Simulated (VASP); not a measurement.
Level of theory: PBE GGA, VASP's PBE PAW potentials (set 64) (plane waves; VASP).

The input files of a VASP run:

### KPOINTS
```
Automatic mesh
0
Gamma
5 5 5
0 0 0
```

**INCAR**
```
SYSTEM=PbTe
PREC=Accurate; ENCUT=300; LREAL=.FALSE.
LASPH=.TRUE.
EDIFF=1E-6; NELM=100; ALGO=Normal
LMAXMIX=4
ISMEAR=-1; SIGMA=0.01
GGA=PE
ISIF=2
LWAVE=.FALSE.; LCHARG=.FALSE.
```

### POSCAR
```
PbTe
6.460
  0.0000000000   0.5000000000   0.5000000000
  0.5000000000   0.0000000000   0.5000000000
  0.5000000000   0.5000000000   0.0000000000
Te Pb
1 1
Cartesian
  0.5000000000   0.5000000000   0.5000000000
  0.0000000000   0.0000000000   0.0000000000
```

POTCAR, in this order: Te Pb_d (PBE.64 set). Program: vasp_std.

At this cut-off the stress carries a Pulay error, which pulls relaxed volumes low.

Question: Predict the energy per atom (σ→0), pressure.

Answer: 
```yaml
energy per atom (σ→0): -3.750 eV/atom
pressure: 1.84 GPa
```

### OSZICAR
```
...
DAV:   6    -0.750216592085E+01    0.11951E+00   -0.28050E-01   396   0.398E+00    0.214E+00
DAV:   7    -0.749830932249E+01    0.38566E-02   -0.87253E-02   354   0.160E+00    0.929E-01
DAV:   8    -0.749994791736E+01   -0.16386E-02   -0.98654E-03   310   0.114E+00    0.149E-01
DAV:   9    -0.749992984584E+01    0.18072E-04   -0.10290E-03   404   0.377E-01    0.575E-02
DAV:  10    -0.749996949879E+01   -0.39653E-04   -0.12983E-04   286   0.900E-02    0.207E-02
DAV:  11    -0.749997695794E+01   -0.74591E-05   -0.32132E-05   332   0.504E-02    0.135E-02
DAV:  12    -0.749997698855E+01   -0.30616E-07   -0.18968E-06   324   0.133E-02
   1 F= -.74999770E+01 E0= -.74999770E+01  d E =-.471170E-11
```

The structure is a typed PbTe crystal (Fm-3m). The cell was not relaxed at this level. The run is one of a series of settings (KPOINTS 5×5×5 Γ-centred mesh against the base run), some of them coarse on purpose.
